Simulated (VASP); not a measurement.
# Li2Ge2AuBr2 in VASP: density of states with PBE

Aim: the density of states of Li2Ge2AuBr2 with PBE.

All numbers are computed with VASP 6.6.1; they aren't measurements. Logs are shortened: lines on timing, memory, paths and dates and some standing lists are left out, and cuts for length are marked.

### 1 Starting point

The cell holds a amorphous, 7 atoms: a = 5.743 Å, b = 5.320 Å, c = 6.538 Å, α = 77.29°, β = 95.15°, γ = 85.25°.

The cell was built by a generator and needn't be a form met in nature.

### 2 Density of states, PBE

The input, POSCAR:

```
Li2Ge2AuBr2
1.0
    5.7179480000      0.0769800000     -0.5319120000
    0.4578320000      5.2191700000      0.9225660000
    0.0137920000      0.3105520000      6.5309910000
Au Br Li Ge
1 2 2 2
Direct
    0.6974170000      0.0553200000      0.4964670000
    0.5666800000      0.2034040000      0.9819880000
    0.2595060000      0.7686810000      0.5137950000
    0.0941560000      0.7583470000      0.9713960000
    0.6155160000      0.6349130000      0.2193510000
    0.0544120000      0.2131010000      0.1780780000
    0.1490700000      0.2474000000      0.6652190000
```

The input, INCAR.step1:

```
ALGO = Fast
EDIFF = 1E-6
ENCUT = 520
GGA = PE
ISIF = 2
ISMEAR = -1
LASPH = True
LCHARG = True
LMAXMIX = 4
LREAL = False
LWAVE = False
NBANDS = 38
NELM = 80
PREC = Accurate
SIGMA = 0.1
```

The input, KPOINTS.step1:

```
Automatic mesh
0
Gamma
  3 4 3
  0.5 0 0
```

The input, INCAR.step2:

```
ALGO = Fast
EDIFF = 1E-6
ENCUT = 520
GGA = PE
ICHARG = 11
ISIF = 2
ISMEAR = -5
LASPH = True
LCHARG = False
LMAXMIX = 4
LORBIT = 11
LREAL = False
LWAVE = False
NBANDS = 38
NEDOS = 2001
NELM = 80
PREC = Accurate
SIGMA = 0.1
```

The input, KPOINTS.step2:

```
k-points
0
Gamma
  5 6 5
```

Potentials or basis: VASP PAW PBE potentials, release 64 (Au, Br, Li_sv, Ge_d).

On the command line:

```
$ cat potpaw_PBE.64/Au/POTCAR potpaw_PBE.64/Br/POTCAR potpaw_PBE.64/Li_sv/POTCAR potpaw_PBE.64/Ge_d/POTCAR > POTCAR
$ cp INCAR.step1 INCAR
$ cp KPOINTS.step1 KPOINTS
$ mpirun -np 1 vasp_std > vasp.out
$ cp INCAR.step2 INCAR
$ cp KPOINTS.step2 KPOINTS
$ mpirun -np 1 vasp_std > vasp.out
```

OUTCAR:

```text
EDIFF = 1E-6
   ENCUT = 520
   GGA = PE
   ICHARG = 11
   ISIF = 2
   ISMEAR = -5
   LASPH = True
   LORBIT = 11
   LREAL = False
   NELM = 80
   PREC = Accurate

 ion  position               nearest neighbor table
   1  0.697  0.055  0.496-   3 3.05   7 3.07   6 3.09
   2  0.567  0.203  0.982-
   3  0.260  0.769  0.514-   1 3.05
   4  0.094  0.758  0.971-
   5  0.616  0.635  0.219-
   6  0.054  0.213  0.178-   1 3.09
   7  0.149  0.247  0.665-   1 3.07

  LATTYP: Found a triclinic cell.
 ALAT       =     5.7431511931
 B/A-ratio  =     1.7458126628
 C/A-ratio  =     1.4462688550
 COS(alpha) =     0.0049786137
 COS(beta)  =     0.6207655596
 COS(gamma) =     0.6752599279

  Lattice vectors:

 A1 = (   5.7179480000,   0.0769800000,  -0.5319120000)
 A2 = (   6.1619880000,   4.9855980000,  -6.1403370000)
 A3 = (   5.7317400000,   0.3875320000,   5.9990790000)

Analysis of symmetry for initial positions (statically):
=====================================================================
 Subroutine PRICEL returns:
 Original cell was already a primitive cell.

 Routine SETGRP: Setting up the symmetry group for a
 triclinic supercell.

 Subroutine GETGRP returns: Found  1 space group operations
 (whereof  1 operations were pure point group operations)
 out of a pool of  2 trial point group operations.

The static configuration has the point symmetry C_1 .

Analysis of symmetry for dynamics (positions and initial velocities):
=====================================================================
 Subroutine PRICEL returns:
 Original cell was already a primitive cell.

 Routine SETGRP: Setting up the symmetry group for a
 triclinic supercell.

 Subroutine GETGRP returns: Found  1 space group operations
 (whereof  1 operations were pure point group operations)
 out of a pool of  2 trial point group operations.

The dynamic configuration has the point symmetry C_1 .

 Subroutine INISYM returns: Found  1 space group operations
 (whereof  1 operations are pure point group operations),
 and found     1 'primitive' translations

----------------------------------------------------------------------------------------

                                     Primitive cell

  volume of cell :     192.9992

  direct lattice vectors                    reciprocal lattice vectors
     5.717948000  0.076980000 -0.531912000     0.175129439 -0.015426863  0.000363721
     0.457832000  5.219170000  0.922566000    -0.003460853  0.193530318 -0.009195158
     0.013792000  0.310552000  6.530991000     0.014752174 -0.028594470  0.154444648

  length of vectors
     5.743151193  5.319818949  6.538384832     0.175807966  0.193779546  0.157760641

  position of ions in fractional coordinates (direct lattice)
     0.697417000  0.055320000  0.496467000
     0.566680000  0.203404000  0.981988000
     0.259506000  0.768681000  0.513795000
     0.094156000  0.758347000  0.971396000
     0.615516000  0.634913000  0.219351000
     0.054412000  0.213101000  0.178078000
     0.149070000  0.247400000  0.665219000

  ion indices of the primitive-cell ions
   primitive index   ion index
                 1           1
                 2           2
                 3           3
                 4           4
                 5           5
                 6           6
                 7           7

----------------------------------------------------------------------------------------

 KPOINTS: k-points

Automatic generation of k-mesh.
 Grid dimensions read from file:
 generate k-points for:    5    6    5

 Generating k-lattice:

  Cartesian coordinates                     Fractional coordinates (reciprocal lattice)
     0.035025888 -0.003085373  0.000072744     0.200000000 -0.000000000  0.000000000
    -0.000576809  0.032255053 -0.001532526     0.000000000  0.166666667 -0.000000000
     0.002950435 -0.005718894  0.030888930     0.000000000 -0.000000000  0.200000000

  Length of vectors
     0.035161593  0.032296591  0.031552128

  Shift w.r.t. Gamma in fractional coordinates (k-lattice)
     0.000000000  0.000000000  0.000000000

 TETIRR: Found    448 inequivalent tetrahedra from      900

 Subroutine IBZKPT returns following result:
 ===========================================

 Found     76 irreducible k-points:

 Following reciprocal coordinates:
            Coordinates               Weight
  0.000000  0.000000  0.000000      1.000000
  0.200000  0.000000  0.000000      2.000000
  0.400000  0.000000  0.000000      2.000000
  0.000000  0.166667  0.000000      2.000000
  0.200000  0.166667  0.000000      2.000000
  0.400000  0.166667  0.000000      2.000000
[... 16 lines left out ...]
  0.200000  0.166667  0.200000      2.000000
  0.400000  0.166667  0.200000      2.000000
 [... further k-points ...]
   k-points           NKPTS =     76   k-points in BZ     NKDIM =     76   number of bands    NBANDS=     38
   number of dos      NEDOS =   2001   number of ions     NIONS =      7
   total plane-waves  NPLWV =  96000
   dimension x,y,z NGX =    48 NGY =   40 NGZ =   50
   dimension x,y,z NGXF=    96 NGYF=   80 NGZF=  100
   ions per type =               1   2   2   2
   NGX,Y,Z   is equivalent  to a cutoff of  13.89, 12.50, 12.71 a.u.
   NGXF,Y,Z  is equivalent  to a cutoff of  27.79, 25.00, 25.43 a.u.
 SYSTEM =  unknown system
   PREC   = accura    normal or accurate (medium, high low for compatibility)
   ISTART =      0    job   : 0-new  1-cont  2-samecut
   ICHARG =     11    charge: 1-file 2-atom 10-const
   ISPIN  =      1    spin polarized calculation?
   LNONCOLLINEAR =      F non collinear calculations
   LSORBIT =      F    spin-orbit coupling
   LASPH  =      T    aspherical Exc in radial PAW
   ENCUT  =  520.0 eV  38.22 Ry    6.18 a.u.  10.68  9.89 12.16*2*pi/ulx,y,z
   NELM   =     80;   NELMIN=  2; NELMDL=  0     # of ELM steps
   EDIFF  = 0.1E-05   stopping-criterion for ELM
   LREAL  =      F    real-space projection
   EDIFFG = 0.1E-04   stopping-criterion for IOM
   NSW    =      0    number of steps for IOM
   IBRION =     -1    ionic relax: 0-MD 1-quasi-New 2-CG
   NFREE  =      0    steps in history (QN), initial steepest desc. (CG)
   ISIF   =      2    stress and relaxation
   ISYM   =      2    0-nonsym 1-usesym 2-fastsym
   POTIM  = 0.5000    time-step for ionic-motion
   TEBEG  =    0.0;   TEEND  =   0.0 temperature during run
   PSTRESS=    0.0 pullay stress
   NELECT =      59.0000    total number of electrons
   NUPDOWN=      -1.0000    fix difference up-down
   EMIN   =  10.00;   EMAX   =-10.00  energy-range for DOS
   EFERMI =   0.00;   METHOD = LEGACY
   ISMEAR =    -5;   SIGMA  =   0.10  broadening in eV -4-tet -1-fermi 0-gaus
   EFERMI_NEDOS =   21; number of points for ismear=-14 and -15
   IALGO  =     68    algorithm
   IMIX   =      4    mixing-type and parameters
     AMIX     =   0.40;   BMIX     =  1.00
     AMIX_MAG =   1.60;   BMIX_MAG =  1.00
  volume/ion in A,a.u.               =      27.57       186.06
  Fermi-wavevector in a.u.,A,eV,Ry     =   1.102826  2.084039 16.547747  1.216225
  Thomas-Fermi vector in A             =   2.239275
   LORBIT       =     11    0 simple, 1 ext, 2 COOP (PROOUT), +10 PAW based schemes
   GGA     = PE    functional components
   LHFCALC =     F    Hartree Fock is set to
   AEXX    =    0.0000 exact exchange contribution
   IVDW    =     0    specifies the selected vdW correction
   LEPSILON=     F    determine dielectric tensor
   LRPA    =     F    only Hartree local field effects (RPA)
 non-spin polarized calculation
 RMM-DIIS sequential band-by-band and
 Fermi weights with tetrahedron method with Bloechl corrections
  energy-cutoff  :      520.00
  volume of cell :      193.00
 maximum number of plane-waves:      5212
 NGX is ok and might be reduce to    48

 number of electron      59.0000022 magnetization

 Free energy of the ion-electron system (eV)
  ---------------------------------------------------
  ext. energy  EPLUGINS =         0.00000000
  ---------------------------------------------------
  free energy    TOTEN  =       -19.28595439 eV

  energy without entropy =      -19.28595439  energy(sigma->0) =      -19.28595439

 E-fermi :   2.4914     XC(G=0):  -8.3074

 val. band max:        2.5197870050   @ k =   0.4000   0.0000   0.4000
 cond. band min:       2.4877479383   @ k =   0.2000   0.3333   0.2000
 fundamental gap:     -0.0320390667
 Fermi energy:         2.4913838422

 k-point     1 :       0.0000    0.0000    0.0000
  band No.  band energies     occupation
      1     -45.5190      2.00000
      2     -45.0210      2.00000
      3     -22.7324      2.00000
      4     -22.7296      2.00000
      5     -22.6727      2.00000
      6     -22.6385      2.00000
[... 30 lines left out ...]
     37       6.7820      0.00000
     38       7.0435      0.00000

 k-point     2 :       0.2000    0.0000    0.0000
  band No.  band energies     occupation
      1     -45.5190      2.00000
      2     -45.0210      2.00000
      3     -22.7324      2.00000
      4     -22.7296      2.00000
      5     -22.6727      2.00000
      6     -22.6385      2.00000
[... 30 lines left out ...]
     37       6.5620      0.00000
     38       6.9358      0.00000

 k-point     3 :       0.4000    0.0000    0.0000
  band No.  band energies     occupation
      1     -45.5190      2.00000
      2     -45.0210      2.00000
      3     -22.7324      2.00000
      4     -22.7296      2.00000
      5     -22.6727      2.00000
      6     -22.6385      2.00000
[... 30 lines left out ...]
     37       6.3413      0.00000
     38       6.9253      0.00000

 k-point     4 :       0.0000    0.1667    0.0000
  band No.  band energies     occupation
      1     -45.5190      2.00000
      2     -45.0210      2.00000
      3     -22.7323      2.00000
      4     -22.7295      2.00000
      5     -22.6728      2.00000
      6     -22.6385      2.00000
[... 30 lines left out ...]
     37       6.6299      0.00000
     38       7.1188      0.00000
[... 703 lines left out ...]
      4     -22.7295      2.00000
      5     -22.6727      2.00000
      6     -22.6384      2.00000
[... 30 lines left out ...]
     37       6.2642      0.00000
     38       7.3098      0.00000

 k-point    23 :       0.2000    0.1667    0.2000
  band No.  band energies     occupation
      1     -45.5190      2.00000
      2     -45.0210      2.00000
      3     -22.7323      2.00000
      4     -22.7295      2.00000
      5     -22.6727      2.00000
      6     -22.6384      2.00000
[... 30 lines left out ...]
     37       6.0917      0.00000
     38       7.3685      0.00000

 k-point    24 :       0.4000    0.1667    0.2000
  band No.  band energies     occupation
      1     -45.5190      2.00000
      2     -45.0210      2.00000
      3     -22.7323      2.00000
      4     -22.7295      2.00000
      5     -22.6727      2.00000
      6     -22.6385      2.00000
[... 30 lines left out ...]
     37       6.0062      0.00000
     38       7.1453      0.00000

 [... further k-points ...]

------------------------ aborting loop because EDIFF is reached ----------------------------------------

  FORCE on cell =-STRESS in cart. coord.  units (eV):
  Direction    XX          YY          ZZ          XY          YZ          ZX
  --------------------------------------------------------------------------------------
  -------------------------------------------------------------------------------------
  Total       -2.6217288     -3.8208502     -5.5522778     -1.5569743     -1.3684482      1.3430309
  in kB      -21.7642026    -31.7186727    -46.0920674    -12.9251749    -11.3601320     11.1491306
  external PRESSURE =     -33.1916476 kB  Pullay stress =       0.0000000 kB

 VOLUME and BASIS-vectors are now :
 -----------------------------------------------------------------------------
  energy-cutoff  :      520.00
  volume of cell :      193.00
      direct lattice vectors                 reciprocal lattice vectors
     5.717948000  0.076980000 -0.531912000     0.175129439 -0.015426863  0.000363721
     0.457832000  5.219170000  0.922566000    -0.003460853  0.193530318 -0.009195158
     0.013792000  0.310552000  6.530991000     0.014752174 -0.028594470  0.154444648

 POSITION                                       TOTAL-FORCE (eV/Angst)
 -----------------------------------------------------------------------------------
      4.01997      0.49659      2.92249         0.748906      0.718983     -0.080988
      3.34692      1.41018      6.29958        -0.082051     -0.003679      0.152173
      1.84285      4.19141      3.92672         0.430073     -0.580403      0.384588
      0.89897      4.26686      6.99372        -0.217773      0.122903     -0.130867
      3.81320      3.42922      1.69093         0.155950     -0.109783      0.325612
      0.41115      1.17170      1.33068        -0.545007     -0.075325      0.015996
      0.97482      1.50928      4.49349        -0.490097     -0.072696     -0.666513
 -----------------------------------------------------------------------------------
    total drift:                                0.002758      0.008890     -0.001445

  FREE ENERGIE OF THE ION-ELECTRON SYSTEM (eV)
  ---------------------------------------------------
  free  energy   TOTEN  =       -19.2859543856 eV

  energy  without entropy=      -19.2859543856  energy(sigma->0) =      -19.28595439

 total charge

# of ion       s       p       d       tot
------------------------------------------
    1        0.668   0.085   8.796   9.549
    2        1.627   3.165   0.017   4.809
    3        1.639   3.144   0.025   4.809
    4        2.015   0.027   0.000   2.042
    5        2.000   0.020   0.000   2.020
    6        1.292   0.784   9.980  12.055
    7        1.330   0.683   9.986  11.999
--------------------------------------------------
tot         10.571   7.908  28.804  47.284
```

It took 46 min on 1 thread of AMD EPYC 7R43 (Zen 3), shared host; peak memory 0.6 GiB.

Results:

```yaml
Valence_electrons_inside_the_program's_atomic_spheres: Au 9.55; Br 4.81; Li 2.04, 2.02; Ge 12.05, 12.00
```

Levels at points of the mesh, in eV from the Fermi level:
| k point | band 25 | band 26 | band 27 | band 28 | band 29 | band 30 | band 31 | band 32 | band 33 | band 34 |
| --- | --- | --- | --- | --- | --- | --- | --- | --- | --- | --- |
| (0.00, 0.00, 0.00) | -2.71 | -2.68 | -2.61 | -1.79 | -1.00 | 0.23 | 0.97 | 1.18 | 1.27 | 2.13 |
| (0.00, 0.50, 0.00) | -2.75 | -2.63 | -2.45 | -1.59 | -1.17 | 0.17 | 0.80 | 1.23 | 1.36 | 1.91 |

States per cell in windows of 1 eV (zero at the Fermi level; states under -8 eV left out):
```tsv
from (eV)	total	Au1_d	Br2_p	Br3_p	Ge7_p	Ge6_p	Au1_s
-8.0	1.86	0.02	0.04	0.05	0.01	0.00	0.00
-7.0	0.00	0.00	0.00	0.00	0.00	0.00	0.00
-6.0	1.43	0.06	0.09	0.41	0.06	0.02	0.07
-5.0	5.83	0.51	1.03	1.22	0.11	0.12	0.07
-4.0	6.48	2.09	1.20	0.70	0.08	0.08	0.03
-3.0	8.52	5.98	0.44	0.39	0.05	0.05	0.06
-2.0	2.08	0.16	0.21	0.13	0.12	0.13	0.31
-1.0	2.91	0.11	0.14	0.17	0.25	0.38	0.10
0.0	2.96	0.08	0.10	0.15	0.38	0.34	0.07
1.0	3.86	0.08	0.17	0.20	0.53	0.41	0.11
2.0	3.61	0.05	0.16	0.13	0.37	0.28	0.07
3.0	3.93	0.05	0.10	0.09	0.32	0.36	0.03
4.0	2.59	0.04	0.05	0.05	0.17	0.15	0.02
5.0	0.07	0.00	0.00	0.00	0.00	0.00	0.00
6.0	0.00	0.00	0.00	0.00	0.00	0.00	0.00
```

Caveat: the k mesh is coarse (spacing up to 0.37 Å⁻¹), so the values aren't converged; the cutoff is under 1.25 times the usual one of these potentials, so pressure, stress and relaxed cells hold a basis-set (Pulay) error; an odd number of electrons without spin polarisation forces a metal; a magnetic or distorted state may lie lower; tetrahedron occupations give inexact forces and stress in metals. The run has no spin-orbit coupling, so splittings on Au are missing.
